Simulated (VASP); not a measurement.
VASP input:

**POSCAR**
```
AgBr
4.0901460
  0.0000000000   0.7071067879   0.7071067879
  0.7071067879   0.0000000000   0.7071067879
  0.7071067879   0.7071067879   0.0000000000
Ag Br
1 1
Direct
  0.0011390000   0.0069620000   0.0038110000
  0.4988610000   0.4930380000   0.4961890000
```

**INCAR**
```
SYSTEM=AgBr
PREC=Accurate; ENCUT=300; LREAL=.FALSE.
LASPH=.TRUE.
EDIFF=1E-6; NELM=100; ALGO=Normal
LMAXMIX=4
ISMEAR=0; SIGMA=0.01
GGA=PE
ISIF=2
LWAVE=.FALSE.; LCHARG=.FALSE.
```

### KPOINTS
```
K-points
0
gamma
8 8 8
```

POTCAR, in this order: Ag Br (PBE.64 set). Program: vasp_std.

Write an equivalent input for Ansatz.

One equivalent input (not run):
Ansatz 0.2 input:
```yaml
crystal:
  lattice:
    - [0.0000000, 2.8921700, 2.8921700]
    - [2.8921700, 0.0000000, 2.8921700]
    - [2.8921700, 2.8921700, 0.0000000]
  atoms:
    - { symbol: Ag, position: [0.0011390, 0.0069620, 0.0038110] }
    - { symbol: Br, position: [0.4988610, 0.4930380, 0.4961890] }
kpoints:
  mp_grid: { grid: [8, 8, 8] }
hamiltonian:
  xc: pbe
  pseudopotentials: { kind: paw }
scf:
  occupations: { method: gaussian, width: 0.01 }
  max_iter: 100
output: { forces: true, stress: true, eigenvalues: true }
```
Limits of the translation: each code has its own PAW files, so the cut-off isn't converted (ENCUT is set for VASP's; basis.ecutwfc is left out, and Ansatz then takes the one that its files recommend); Ansatz stops its SCF on the density residual and VASP on the energy change (EDIFF).

The structure comes from a computed database's AgBr entry; how it stands against other phases isn't given here. The cell was not relaxed at this level, atoms are displaced from their ideal sites.
